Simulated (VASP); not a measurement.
All values below come from PBE GGA, VASP's PBE PAW potentials (set 64) (plane waves; VASP).

VASP ran on this input.

**INCAR**
```
! general
SYSTEM    =  Sc
PREC      =  Accurate
ENCUT     =  400
LREAL     =  F
LASPH     =  T
KSPACING  =  0.8
KGAMMA    =  F

! electronic loop
EDIFF     =  1E-6
NELM      =  100
ALGO      =  Normal
LMAXMIX   =  4

! smearing
ISMEAR    =  1
SIGMA     =  0.1

! functional
GGA       =  PE

! ions
ISIF      =  2

! output
LWAVE     =  F
LCHARG    =  F
```

POSCAR:
```
Sc
1
    1.6237020000    -2.8534790000     0.0000000000
    1.6237020000     2.8534790000     0.0000000000
    0.0000000000     0.0000000000     5.1744230000
Sc
2
Direct
  0.3333330000   0.6666670000   0.2500000000
  0.6780090000   0.3446750000   0.7500000000
```

POTCAR, in this order: Sc_sv (PBE.64 set). Program: vasp_std.

What VASP printed:

OSZICAR:
```
       N       E                     dE             d eps       ncg     rms          rms(c)
DAV:   1     0.343231252038E+03    0.34323E+03   -0.98419E+03   150   0.128E+03
DAV:   2     0.867589928519E+01   -0.33456E+03   -0.32949E+03   205   0.661E+02
DAV:   3    -0.133928019442E+02   -0.22069E+02   -0.21461E+02   246   0.173E+02
DAV:   4    -0.136836538781E+02   -0.29085E+00   -0.28565E+00   239   0.197E+01
DAV:   5    -0.136865951265E+02   -0.29412E-02   -0.29405E-02   253   0.208E+00    0.777E+00
DAV:   6    -0.125954908376E+02    0.10911E+01   -0.25278E+00   185   0.210E+01    0.234E+00
DAV:   7    -0.124445870235E+02    0.15090E+00   -0.64741E-01   192   0.970E+00    0.830E-01
DAV:   8    -0.124344488601E+02    0.10138E-01   -0.18984E-02   199   0.202E+00    0.184E-01
DAV:   9    -0.124336148272E+02    0.83403E-03   -0.47920E-03   199   0.863E-01    0.206E-02
DAV:  10    -0.124336291808E+02   -0.14354E-04   -0.10066E-04   246   0.152E-01    0.830E-03
DAV:  11    -0.124336233721E+02    0.58087E-05   -0.32306E-06   152   0.271E-02    0.243E-03
DAV:  12    -0.124336263132E+02   -0.29411E-05   -0.53227E-07   103   0.161E-02    0.136E-03
DAV:  13    -0.124336258762E+02    0.43705E-06   -0.15309E-07    82   0.704E-03
   1 F= -.12433626E+02 E0= -.12430827E+02  d E =-.839693E-02
```

OUTCAR:
```
------------------------ aborting loop because EDIFF is reached ----------------------------------------
  FORCE on cell =-STRESS in cart. coord.  units (eV):
  Direction    XX          YY          ZZ          XY          YZ          ZX
  --------------------------------------------------------------------------------------
  Total        0.6230702      0.1821532      0.0513676     -0.0744526      0.0000000      0.0000000
  in kB       20.8197082      6.0865967      1.7164339     -2.4878110      0.0000000      0.0000000
  external PRESSURE =       9.5409129 kB  Pullay stress =       0.0000000 kB
  volume of cell :       47.95
      direct lattice vectors                 reciprocal lattice vectors
     1.623702000 -2.853479000  0.000000000     0.307938279 -0.175224699  0.000000000
     1.623702000  2.853479000  0.000000000     0.307938279  0.175224699  0.000000000
     0.000000000  0.000000000  5.174423000     0.000000000  0.000000000  0.193258263
 POSITION                                       TOTAL-FORCE (eV/Angst)
 -----------------------------------------------------------------------------------
      1.62370      0.95116      1.29361         0.032615     -0.029358      0.000000
      1.66053     -0.95116      3.88082        -0.032615      0.029358     -0.000000
 -----------------------------------------------------------------------------------
    total drift:                                0.000005      0.000000      0.000000
  FREE ENERGIE OF THE ION-ELECTRON SYSTEM (eV)
  ---------------------------------------------------
  free  energy   TOTEN  =       -12.4336258762 eV

  energy  without entropy=      -12.4252289465  energy(sigma->0) =      -12.43082690
```
(Selected blocks of OUTCAR.)

The compound is Sc in the hcp structure. The cell was not relaxed at this level, atoms are displaced from their ideal sites. The run is one of a series of settings (KGAMMA = .FALSE., KSPACING = 0.8, KPOINTS file removed against the base run), some of them coarse on purpose.
